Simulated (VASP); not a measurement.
Input of a VASP 6.6.1 run:

The input POSCAR:

```
YNb
1.0
    3.6114100000      0.0000000000      0.0000000000
    0.0000000000      3.6114100000      0.0000000000
    0.0000000000      0.0000000000      3.6114100000
Y Nb
1 1
Direct
    0.0000000000      0.0000000000      0.0000000000
    0.5000000000      0.5000000000      0.5000000000
```

File INCAR.step1:

```
PREC = Accurate ; ENCUT = 520
EDIFF = 1E-6 ; ISMEAR = -1
SIGMA = 0.05 ; LREAL = False
LASPH = True ; NELM = 100
ALGO = Normal ; ISIF = 2
LWAVE = False ; LCHARG = True
LMAXMIX = 4 ; GGA = RP
```

The input KPOINTS.step1:

```
regular mesh
0
Gamma
  7 7 7
```

Contents of INCAR.step2:

```
PREC = Accurate ; ENCUT = 520
EDIFF = 1E-6 ; ISMEAR = 0
SIGMA = 0.05 ; LREAL = False
LASPH = True ; NELM = 100
ALGO = Normal ; ISIF = 2
LWAVE = False ; LCHARG = False
LMAXMIX = 4 ; GGA = RP
ICHARG = 11
```

The input KPOINTS.step2:

```
path GXMGRX,MR
10
line-mode
reciprocal
 0.0000000000  0.0000000000  0.0000000000  G
 0.0000000000  0.5000000000  0.0000000000  X

 0.0000000000  0.5000000000  0.0000000000  X
 0.5000000000  0.5000000000  0.0000000000  M

 0.5000000000  0.5000000000  0.0000000000  M
 0.0000000000  0.0000000000  0.0000000000  G

 0.0000000000  0.0000000000  0.0000000000  G
 0.5000000000  0.5000000000  0.5000000000  R

 0.5000000000  0.5000000000  0.5000000000  R
 0.0000000000  0.5000000000  0.0000000000  X

 0.5000000000  0.5000000000  0.0000000000  M
 0.5000000000  0.5000000000  0.5000000000  R
```

Potentials or basis: VASP PAW PBE potentials, release 64 (Y_sv, Nb_sv).

The run is started by

```sh
$ cat potpaw_PBE.64/Y_sv/POTCAR potpaw_PBE.64/Nb_sv/POTCAR > POTCAR
$ cp INCAR.step1 INCAR
$ cp KPOINTS.step1 KPOINTS
$ mpirun -np 1 vasp_std > vasp.out
$ cp INCAR.step2 INCAR
$ cp KPOINTS.step2 KPOINTS
$ mpirun -np 1 vasp_std > vasp.out
```

Q: What does it give for the band gap along the path?

A: None (metal or under the smearing width).

Levels at the corners of the path, in eV from the Fermi level:
| point | band 10 | band 11 | band 12 | band 13 | band 14 | band 15 |
| --- | --- | --- | --- | --- | --- | --- |
| Γ | -2.42 | -2.42 | 0.89 | 0.89 | 0.89 | 3.83 |
| X | -1.94 | -0.89 | 0.68 | 0.68 | 0.79 | 1.67 |
| X | -1.94 | -0.89 | 0.68 | 0.68 | 0.79 | 1.67 |
| M | -2.51 | -0.65 | -0.65 | 1.80 | 1.80 | 2.71 |
| M | -2.51 | -0.65 | -0.65 | 1.80 | 1.80 | 2.71 |
| Γ | -2.42 | -2.42 | 0.89 | 0.89 | 0.89 | 3.83 |
| Γ | -2.42 | -2.42 | 0.89 | 0.89 | 0.89 | 3.83 |
| R | -0.64 | -0.64 | -0.14 | -0.14 | -0.14 | 2.80 |
| R | -0.64 | -0.64 | -0.14 | -0.14 | -0.14 | 2.80 |
| X | -1.94 | -0.89 | 0.68 | 0.68 | 0.79 | 1.67 |
| M | -2.51 | -0.65 | -0.65 | 1.80 | 1.80 | 2.71 |
| R | -0.64 | -0.64 | -0.14 | -0.14 | -0.14 | 2.80 |

Caveat: the log is that of the step along the path at fixed density, whose energy, stress, charges and moments have no meaning.
